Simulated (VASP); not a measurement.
Input:

```
CELL_PARAMETERS angstrom
     -2.51000     2.51000     2.51000
      2.51000    -2.51000     2.51000
      2.51000     2.51000    -2.51000
ATOMIC_POSITIONS crystal
  Ba 0.00000 0.00000 0.00000
```

Level of theory: rev-vdW-DF2, VASP's PBE PAW potentials (set 64) (plane waves; VASP). Run with 520 eV cut-off, 9×9×9 Γ-centred mesh, first-order Methfessel-Paxton smearing of 0.10 eV, potentials Ba_sv.

Energy and stress use the plane-wave basis of the starting cell.

Q: The ions, cell shape and volume are relaxed. What does this cell relax into?

A: 
```
CELL_PARAMETERS angstrom
     -2.46321     2.46321     2.46321
      2.46321    -2.46321     2.46321
      2.46321     2.46321    -2.46321
ATOMIC_POSITIONS crystal
  Ba 0.00000 0.00000 0.00000
```
Space group Im-3m (229), at a tolerance of 0.03 Å.

Q: How do energy and volume change from the first to the last step?

A: The energy (σ→0) changes by -6.1 meV/atom and the volume by -5.5 %, in 3 ionic steps.

The compound is Ba in the bcc structure. This run relaxes it. Symmetry was kept, so distortions that lower it aren't found.
